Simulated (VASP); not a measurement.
# NbTe (P-6m2) in VASP: notebook, part 2 of 2

VASP 6.6.1. The steps go on from the part before.

### 7 Equation of state, r2SCAN, 22.81 Å³/atom (volume scaled by 1.04)

Contents of INCAR:

```
PREC = Accurate
ENCUT = 520
EDIFF = 1E-6
ISMEAR = -1
SIGMA = 0.05
LREAL = False
LASPH = True
NELM = 60
ALGO = Normal
ISIF = 2
LWAVE = False
LCHARG = False
METAGGA = R2SCAN
LMIXTAU = True
```

Contents of KPOINTS:

```
Automatic mesh
0
Gamma
  8 8 7
```

Contents of POSCAR:

```
NbTe
1.0
    3.7517033219      0.0000000000      0.0000000000
   -1.8758516609      3.2490703843      0.0000000000
    0.0000000000      0.0000000000      3.7428246143
Te Nb
1 1
Direct
    0.6666666667      0.3333333333      0.0000000000
    0.0000000000      0.0000000000      0.5000000000
```

The run is started by

```sh
$ cat potpaw_PBE.64/Te/POTCAR potpaw_PBE.64/Nb_sv/POTCAR > POTCAR
$ mpirun -np 1 vasp_std > vasp.out
```

Wall time 55 s (1 thread of Intel Xeon 6975P-C (Granite Rapids), shared host); peak memory 0.18 GiB.

Results (log left out):

```yaml
Free_energy: -50.6277 eV
Pressure: -5.9 GPa
Band_gap_on_the_k_mesh: none (metal or under the smearing width)
```

Caveat: the PAW data sets were made with another functional, which shifts forces and pressure a little.

### 8 Equation of state, r2SCAN, 23.25 Å³/atom (volume scaled by 1.06)

Contents of INCAR:

```
PREC = Accurate
ENCUT = 520
EDIFF = 1E-6
ISMEAR = -1
SIGMA = 0.05
LREAL = F
LASPH = T
NELM = 80
ALGO = Normal
ISIF = 2
LWAVE = F
LCHARG = F
METAGGA = R2SCAN
LMIXTAU = T
```

KPOINTS is that of step 7.

Contents of POSCAR:

```
NbTe
1.0
    3.7756001657      0.0000000000      0.0000000000
   -1.8878000828      3.2697656581      0.0000000000
    0.0000000000      0.0000000000      3.7666649043
Te Nb
1 1
Direct
    0.6666666667      0.3333333333      0.0000000000
    0.0000000000      0.0000000000      0.5000000000
```

The run is started by

```sh
$ cat potpaw_PBE.64/Te/POTCAR potpaw_PBE.64/Nb_sv/POTCAR > POTCAR
$ mpirun -np 1 vasp_std > vasp.out
```

It took 55 s on 1 thread of Intel Xeon 6975P-C (Granite Rapids), shared host; peak memory 0.18 GiB.

Results (log left out):

```
Free energy            : -50.5903 eV
Pressure               : -7.8 GPa
Band gap on the k mesh : none (metal or under the smearing width)
```

Caveat: the PAW data sets were made with another functional, which shifts forces and pressure a little.

### 9 Phonons, r2SCAN

Contents of POSCAR:

```
NbTe
1.0
    3.7029743866      0.0000000000      0.0000000000
   -1.8514871933      3.2068698884      0.0000000000
    0.0000000000      0.0000000000      3.6942110000
Te Nb
1 1
Direct
    0.6666666667      0.3333333333      0.0000000000
    0.0000000000      0.0000000000      0.5000000000
```

Contents of INCAR.step1:

```
SYSTEM = NbTe
PREC = Accurate
ENCUT = 600
EDIFF = 1E-8
ISMEAR = 0
SIGMA = 0.05
LREAL = .FALSE.
LASPH = .TRUE.
NELM = 80
ALGO = Normal
ISIF = 3
LWAVE = .FALSE.
LCHARG = .FALSE.
METAGGA = R2SCAN
LMIXTAU = .TRUE.
IBRION = 2
NSW = 40
EDIFFG = -0.002
```

Contents of INCAR.step2:

```
SYSTEM = NbTe
PREC = Accurate
ENCUT = 600
EDIFF = 1E-8
ISMEAR = 0
SIGMA = 0.05
LREAL = .FALSE.
LASPH = .TRUE.
NELM = 80
ALGO = Normal
ISIF = 2
LWAVE = .FALSE.
LCHARG = .FALSE.
METAGGA = R2SCAN
LMIXTAU = .TRUE.
IBRION = 6
NFREE = 2
POTIM = 0.015
NSW = 1
```

Contents of KPOINTS:

```
regular mesh
0
G
  6 6 5
  0 0 0
```

Potentials or basis: VASP PAW PBE potentials, release 64 (Te, Nb_sv).

The run is started by

```sh
$ cat potpaw_PBE.64/Te/POTCAR potpaw_PBE.64/Nb_sv/POTCAR > POTCAR
$ cp INCAR.step1 INCAR
$ mpirun -np 1 vasp_std > vasp.out
$ cp CONTCAR POSCAR
$ cp INCAR.step2 INCAR
$ mpirun -np 1 vasp_std > vasp.out
```

OUTCAR:

```text
SYSTEM = NbTe
   PREC = Accurate
   ENCUT = 600
   EDIFF = 1E-8
   ISMEAR = 0
   LREAL = .FALSE.
   LASPH = .TRUE.
   NELM = 80
   ISIF = 2
   METAGGA = R2SCAN
   IBRION = 6
   NFREE = 2
   POTIM = 0.015
   NSW = 1

 ion  position               nearest neighbor table
   1  0.667  0.333  0.000-   2 2.81   2 2.81   2 2.81   2 2.81   2 2.81   2 2.81
   2  0.000  0.000  0.500-   1 2.81   1 2.81   1 2.81   1 2.81   1 2.81   1 2.81

  LATTYP: Found a hexagonal cell.
 ALAT       =     3.6828644615
 C/A-ratio  =     1.0010533106

  Lattice vectors:

 A1 = (   3.6828644615,   0.0000000000,   0.0000000000)
 A2 = (  -1.8414322307,   3.1894541824,   0.0000000000)
 A3 = (   0.0000000000,   0.0000000000,   3.6867436617)

Analysis of symmetry for initial positions (statically):
=====================================================================
 Subroutine PRICEL returns:
 Original cell was already a primitive cell.

 Routine SETGRP: Setting up the symmetry group for a
 hexagonal supercell.

 Subroutine GETGRP returns: Found 12 space group operations
 (whereof 12 operations were pure point group operations)
 out of a pool of 24 trial point group operations.

The static configuration has the point symmetry D_3h.

Analysis of symmetry for dynamics (positions and initial velocities):
=====================================================================
 Subroutine PRICEL returns:
 Original cell was already a primitive cell.

 Routine SETGRP: Setting up the symmetry group for a
 hexagonal supercell.

 Subroutine GETGRP returns: Found 12 space group operations
 (whereof 12 operations were pure point group operations)
 out of a pool of 24 trial point group operations.

The dynamic configuration has the point symmetry D_3h.

 Subroutine INISYM returns: Found 12 space group operations
 (whereof 12 operations are pure point group operations),
 and found     1 'primitive' translations

----------------------------------------------------------------------------------------

                                     Primitive cell

  volume of cell :      43.3057

  direct lattice vectors                    reciprocal lattice vectors
     3.682864461  0.000000000  0.000000000     0.271527777  0.156766635  0.000000000
    -1.841432231  3.189454182  0.000000000     0.000000000  0.313533270  0.000000000
     0.000000000  0.000000000  3.686743662     0.000000000  0.000000000  0.271242075

  length of vectors
     3.682864461  3.682864462  3.686743662     0.313533270  0.313533270  0.271242075

  position of ions in fractional coordinates (direct lattice)
     0.666666667  0.333333333  0.000000000
     0.000000000  0.000000000  0.500000000

  ion indices of the primitive-cell ions
   primitive index   ion index
                 1           1
                 2           2

[... 112 lines left out ...]
  ---------------------------------------------------
  ext. energy  EPLUGINS =         0.00000000
  ---------------------------------------------------
  free energy    TOTEN  =       -50.66028357 eV

  energy without entropy =      -50.65677567  energy(sigma->0) =      -50.65852962

------------------------ aborting loop because EDIFF is reached ----------------------------------------

  FORCE on cell =-STRESS in cart. coord.  units (eV):
  Direction    XX          YY          ZZ          XY          YZ          ZX
  --------------------------------------------------------------------------------------
  -------------------------------------------------------------------------------------
  Total        0.0009748      0.0009748      0.0010970      0.0000000     -0.0000000      0.0000000
  in kB        0.0360663      0.0360663      0.0405872      0.0000000     -0.0000000      0.0000000
  external PRESSURE =       0.0375733 kB  Pullay stress =       0.0000000 kB
[... 275 lines left out ...]
--------------------------------------- Ionic step        9  -------------------------------------------

 number of electron      19.0000000 magnetization

 Free energy of the ion-electron system (eV)
  ---------------------------------------------------
  ext. energy  EPLUGINS =         0.00000000
  ---------------------------------------------------
  free energy    TOTEN  =       -50.65908806 eV

  energy without entropy =      -50.65558555  energy(sigma->0) =      -50.65733681

 E-fermi :  11.3708     XC(G=0): -12.0673

 val. band max:       11.3527551903   @ k =   0.0000   0.3333   0.2000
 cond. band min:      11.3883544388   @ k =   0.1667   0.1667   0.4000
 fundamental gap:      0.0355992485
 Fermi energy:        11.3707759479

 k-point     1 :       0.0000    0.0000    0.0000
  band No.  band energies     occupation
      1     -46.1795      2.00000
      2     -21.6755      2.00000
      3     -21.4844      2.00000
      4     -21.4844      2.00000
      5      -3.7230      2.00000
      6       7.8772      2.00000
      7       7.8772      2.00000
      8       8.1592      2.00000
      9       8.6637      2.00000
     10      11.3999      0.40968
     11      11.3999      0.40968
     12      13.8848      0.00000
     13      13.8848      0.00000
[... 354 lines left out ...]
  band No.  band energies     occupation
      1     -46.1667      2.00000
      2     -21.6866      2.00000
      3     -21.6120      2.00000
      4     -21.5343      2.00000
      5      -1.8010      2.00000
      6       4.4204      2.00000
      7       6.1898      2.00000
      8       6.7063      2.00000
      9       9.6581      2.00000
     10      11.5946      0.00000
     11      12.5822      0.00000
     12      12.8432      0.00000
     13      14.0717      0.00000

 [... further k-points ...]

------------------------ aborting loop because EDIFF is reached ----------------------------------------

  FORCE on cell =-STRESS in cart. coord.  units (eV):
  Direction    XX          YY          ZZ          XY          YZ          ZX
  --------------------------------------------------------------------------------------
  -------------------------------------------------------------------------------------
  Total        0.0055678      0.0055678      0.0050788      0.0000000      0.0000000      0.0000000
  in kB        0.2059930      0.2059930      0.1878983      0.0000000      0.0000000      0.0000000
  external PRESSURE =       0.1999614 kB  Pullay stress =       0.0000000 kB
[... 17 lines left out ...]
  FREE ENERGIE OF THE ION-ELECTRON SYSTEM (eV)
  ---------------------------------------------------
  free  energy   TOTEN  =       -50.6590880615 eV

  energy  without entropy=      -50.6555855532  energy(sigma->0) =      -50.65733681

 INTERNAL STRAIN TENSORS FROM DISPLACED ATOMS
 ============================================

 INTERNAL STRAIN TENSOR FOR ION    1 for displacements in x,y,z  (eV/Angst):
          X           Y           Z          XY          YZ          ZX
  --------------------------------------------------------------------------------
  x     0.00000     0.00000     0.00000    -5.74019     0.00000     0.00000
  y    -5.74019     5.74019     0.00000     0.00000     0.00000     0.00000
  z     0.00000     0.00000     0.00000    -0.00000     0.00000     0.00000

 INTERNAL STRAIN TENSOR FOR ION    2 for displacements in x,y,z  (eV/Angst):
          X           Y           Z          XY          YZ          ZX
  --------------------------------------------------------------------------------
  x     0.00000     0.00000     0.00000     5.73247     0.00000     0.00000
  y     5.73247    -5.73247     0.00000     0.00000     0.00000     0.00000
  z     0.00000     0.00000     0.00000     0.00000     0.00000     0.00000

 Eigenvectors and eigenvalues of the dynamical matrix
 ----------------------------------------------------

   1 f  =    6.949351 THz    43.664060 2PiTHz  231.805398 cm-1    28.740193 meV
             X         Y         Z           dx          dy          dz
      1.841432  1.063151  0.000000     0.000000    0.000000   -0.649019
      0.000000  0.000000  1.843372    -0.000000    0.000000    0.760772
[... 21 lines left out ...]
   6 f/i=    0.000907 THz     0.005696 2PiTHz    0.030240 cm-1     0.003749 meV
             X         Y         Z           dx          dy          dz
      1.841432  1.063151  0.000000    -0.000000    0.760607    0.000000
      0.000000  0.000000  1.843372     0.000000    0.649213    0.000000

 ELASTIC MODULI CONTR FROM IONIC RELAXATION (kBar)
 Direction    XX          YY          ZZ          XY          YZ          ZX
 --------------------------------------------------------------------------------
 XX        -128.1755    128.1755      0.0000      0.0000      0.0000      0.0000
 YY         128.1755   -128.1755      0.0000     -0.0000      0.0000      0.0000
 ZZ           0.0000      0.0000      0.0000      0.0000      0.0000      0.0000
 XY           0.0000     -0.0000      0.0000   -128.1755      0.0000      0.0000
 YZ           0.0000      0.0000      0.0000      0.0000      0.0000      0.0000
 ZX           0.0000      0.0000      0.0000      0.0000      0.0000      0.0000
 --------------------------------------------------------------------------------
```

It took 10 min on 1 thread of Intel Xeon 6975P-C (Granite Rapids), shared host; peak memory 0.25 GiB.

Results:

```
Relaxed volume                                          : 21.65 Å³/atom
Relaxed cell                                            : a = 3.683 Å, b = 3.683 Å, c = 3.687 Å, α = 90.00°, β = 90.00°, γ = 120.00°
Space group after relaxing (to 0.05 Å)                  : P-6m2 (No. 187)
Highest phonon frequency at Γ, LO-TO splitting left out : 232 cm⁻¹
```

Step by step:
| step | energy change (eV) | largest force (eV/Å) | pressure (GPa) | volume (Å³) |
| --- | --- | --- | --- | --- |
| 1 | 0.0000 | 0.0000 | -1.53 | 43.87 |
| 2 | 0.0031 | 0.0000 | 2.43 | 42.55 |
| 3 | -0.0026 | 0.0000 | 0.01 | 43.33 |
| 4 | -0.0027 | 0.0000 | 0.00 | 43.31 |
| 5 | -0.0028 | 0.0000 | 0.00 | 43.31 |

Final structure:
```xyz
2
Lattice="3.6829 0.0000 0.0000 -1.8414 3.1895 0.0000 0.0000 0.0000 3.6867" Properties=species:S:1:pos:R:3 pbc="T T T"
Te    1.8414    1.0632    0.0000
Nb    0.0000    0.0000    1.8434
```

Phonon frequencies in cm⁻¹ (negative: imaginary):
```
              q point        frequencies
(0.000, 0.000, 0.000)  0 0 0 219 219 232
```

Caveat: the PAW data sets were made with another functional, which shifts forces and pressure a little. The run has no spin-orbit coupling, so splittings on Te are missing.

### 10 For comparison

An earlier run on the cell as given: functional PBE; potentials or basis VASP PAW PBE potentials, release 64 (Te, Nb_sv); cutoff 520 eV; k mesh 8 × 8 × 7; occupations fermi-dirac, width 0.05 eV; no spin polarisation.

* Pressure: -0.8 GPa
* Band gap on the k mesh: none (metal or under the smearing width)
